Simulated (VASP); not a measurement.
Input of a VASP 6.6.1 run:

The input INCAR:

```
SYSTEM = Nb
PREC = Accurate
ENCUT = 600
EDIFF = 1E-7
ISMEAR = 1
SIGMA = 0.1
LREAL = .False.
LASPH = .True.
NELM = 80
ALGO = Normal
ISIF = 3
LWAVE = .False.
LCHARG = .False.
GGA = PE
IBRION = 2
NSW = 90
EDIFFG = -0.005
KPAR = 2
```

KPOINTS

```
Automatic mesh
0
Gamma
  16 16 16
  0 0 0
```

Contents of POSCAR:

```
Nb                                      
1.0
   -1.6533075000      1.6533075000      1.6533075000
    1.6533075000     -1.6533075000      1.6533075000
    1.6533075000      1.6533075000     -1.6533075000
  Nb            
     1
Direct
     0.0000000000000000    0.0000000000000000    0.0000000000000000
```

Potentials or basis: VASP PAW PBE potentials, release 64 (Nb_sv).

Run with:

```bash
$ cat potpaw_PBE.64/Nb_sv/POTCAR > POTCAR
$ mpirun -np 2 vasp_std > vasp.out
```

Q: What does it give for the band gap on the k mesh?

A: None (metal or under the smearing width).

Final structure:
```
CELL_PARAMETERS angstrom
-1.65331 1.65331 1.65331
1.65331 -1.65331 1.65331
1.65331 1.65331 -1.65331
ATOMIC_POSITIONS crystal
Nb 0.00000 0.00000 0.00000
```

Caveat: the relaxation stopped at its first step, so nothing moved.
